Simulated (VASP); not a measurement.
Here is the system:

```
C31OSi31
1.0
    8.75833     0.00000     0.00000
    0.00000     8.75833     0.00000
    0.00000     0.00000     8.75833
Si C O
31 31 1
Direct
  0.49966   0.00039   0.00014
  0.74738   0.24919   0.00087
  0.74744   0.00120   0.24893
  0.99953   0.99970   0.99947
  0.25065   0.24928   0.00029
  0.49942   0.49692   0.00102
  0.75022   0.74981   0.99995
  0.25075   0.00045   0.24910
  0.75376   0.50354   0.24923
  0.49954   0.00128   0.49669
  0.75380   0.24945   0.50334
  0.75020   0.00011   0.74967
  0.00017   0.49997   0.99998
  0.25006   0.74926   0.99958
  0.00105   0.24992   0.24967
  0.25148   0.49711   0.24902
  0.50015   0.75085   0.24967
  0.00022   0.00022   0.49974
  0.25155   0.24935   0.49668
  0.49969   0.50357   0.50334
  0.75013   0.75102   0.49956
  0.25005   0.99985   0.74899
  0.50008   0.24994   0.75059
  0.75005   0.49988   0.75077
  0.99988   0.74951   0.24920
  0.00125   0.49986   0.49961
  0.25038   0.74991   0.49981
  0.99986   0.24943   0.74926
  0.25035   0.49997   0.74969
  0.49966   0.74955   0.74932
  0.00026   0.74999   0.74979
  0.63589   0.11265   0.11234
  0.87220   0.37442   0.12770
  0.87224   0.12793   0.37421
  0.12433   0.12425   0.12411
  0.36300   0.38525   0.11261
  0.62463   0.62188   0.12773
  0.87527   0.87395   0.12494
  0.36323   0.11290   0.38492
  0.87466   0.62436   0.37568
  0.62471   0.12794   0.62176
  0.87465   0.37593   0.62417
  0.87527   0.12516   0.87368
  0.12430   0.62496   0.12495
  0.37459   0.87421   0.12406
  0.12523   0.37532   0.37497
  0.37817   0.62204   0.37427
  0.62563   0.87501   0.37496
  0.12437   0.12531   0.62460
  0.37818   0.37450   0.62175
  0.62617   0.62444   0.62416
  0.87496   0.87522   0.62439
  0.37456   0.12432   0.87395
  0.62552   0.37526   0.87469
  0.87492   0.62461   0.87494
  0.12348   0.87318   0.37420
  0.12542   0.62467   0.62449
  0.37553   0.87409   0.62463
  0.12343   0.37437   0.87300
  0.37543   0.62490   0.87378
  0.62467   0.87311   0.87294
  0.12504   0.87468   0.87437
  0.64454   0.39429   0.39412
```

Level of theory: PBE GGA, VASP's PBE PAW potentials (set 64) (plane waves; VASP). Numerical set-up: PREC = Normal, LREAL = Auto, ISYM = 0, 400 eV cut-off, 1×1×1 Γ-centred mesh, Gaussian smearing of 0.050 eV, potentials Si C O. Starting moments (MAGMOM): 63*0.0317. The cell's moment is fixed (NUPDOWN = 2).

At this cut-off the stress carries a Pulay error, which pulls relaxed volumes low.  The supercell is sampled at Γ alone, which is coarse: total energies, pressure and levels can be off, energies of defects by several tenths of an eV.

### Question
What does the run give for the cell moment, energy per atom (σ→0), pressure?

### Answer

* **cell moment**: 2.00 μB
* **energy per atom (σ→0)**: -7.410 eV/atom
* **pressure**: -1.12 GPa

### Question
Give the moment on each site (PAW-sphere projection).

### Answer

```json
[
 {"site": "Si1", "moment (μB)": "-0.01"},
 {"site": "Si2", "moment (μB)": "-0.01"},
 {"site": "Si3", "moment (μB)": "-0.01"},
 {"site": "Si4", "moment (μB)": "0.00"},
 {"site": "Si5", "moment (μB)": "-0.01"},
 {"site": "Si6", "moment (μB)": "-0.01"},
 {"site": "Si7", "moment (μB)": "0.00"},
 {"site": "Si8", "moment (μB)": "-0.01"},
 {"site": "Si9", "moment (μB)": "0.00"},
 {"site": "Si10", "moment (μB)": "-0.01"},
 {"site": "Si11", "moment (μB)": "0.00"},
 {"site": "Si12", "moment (μB)": "0.00"},
 {"site": "Si13", "moment (μB)": "0.00"},
 {"site": "Si14", "moment (μB)": "0.00"},
 {"site": "Si15", "moment (μB)": "0.00"},
 {"site": "Si16", "moment (μB)": "-0.01"},
 {"site": "Si17", "moment (μB)": "0.00"},
 {"site": "Si18", "moment (μB)": "0.00"},
 {"site": "Si19", "moment (μB)": "-0.01"},
 {"site": "Si20", "moment (μB)": "0.00"},
 {"site": "Si21", "moment (μB)": "0.00"},
 {"site": "Si22", "moment (μB)": "0.00"},
 {"site": "Si23", "moment (μB)": "0.00"},
 {"site": "Si24", "moment (μB)": "0.00"},
 {"site": "Si25", "moment (μB)": "0.01"},
 {"site": "Si26", "moment (μB)": "0.00"},
 {"site": "Si27", "moment (μB)": "0.00"},
 {"site": "Si28", "moment (μB)": "0.01"},
 {"site": "Si29", "moment (μB)": "0.00"},
 {"site": "Si30", "moment (μB)": "0.01"},
 {"site": "Si31", "moment (μB)": "0.00"},
 {"site": "C32", "moment (μB)": "0.27"},
 {"site": "C33", "moment (μB)": "0.00"},
 {"site": "C34", "moment (μB)": "0.00"},
 {"site": "C35", "moment (μB)": "0.00"},
 {"site": "C36", "moment (μB)": "0.27"},
 {"site": "C37", "moment (μB)": "0.00"},
 {"site": "C38", "moment (μB)": "0.03"},
 {"site": "C39", "moment (μB)": "0.27"},
 {"site": "C40", "moment (μB)": "0.00"},
 {"site": "C41", "moment (μB)": "0.00"},
 {"site": "C42", "moment (μB)": "0.00"},
 {"site": "C43", "moment (μB)": "0.03"},
 {"site": "C44", "moment (μB)": "0.03"},
 {"site": "C45", "moment (μB)": "0.00"},
 {"site": "C46", "moment (μB)": "0.00"},
 {"site": "C47", "moment (μB)": "0.00"},
 {"site": "C48", "moment (μB)": "0.00"},
 {"site": "C49", "moment (μB)": "0.03"},
 {"site": "C50", "moment (μB)": "0.00"},
 {"site": "C51", "moment (μB)": "0.00"},
 {"site": "C52", "moment (μB)": "0.00"},
 {"site": "C53", "moment (μB)": "0.00"},
 {"site": "C54", "moment (μB)": "0.00"},
 {"site": "C55", "moment (μB)": "0.00"},
 {"site": "C56", "moment (μB)": "0.01"},
 {"site": "C57", "moment (μB)": "0.00"},
 {"site": "C58", "moment (μB)": "0.03"},
 {"site": "C59", "moment (μB)": "0.01"},
 {"site": "C60", "moment (μB)": "0.03"},
 {"site": "C61", "moment (μB)": "0.01"},
 {"site": "C62", "moment (μB)": "0.00"},
 {"site": "O63", "moment (μB)": "0.00"}
]
```

The cell is a supercell with a defect, built from SiC (zinc blende): O_C-vac_Si.
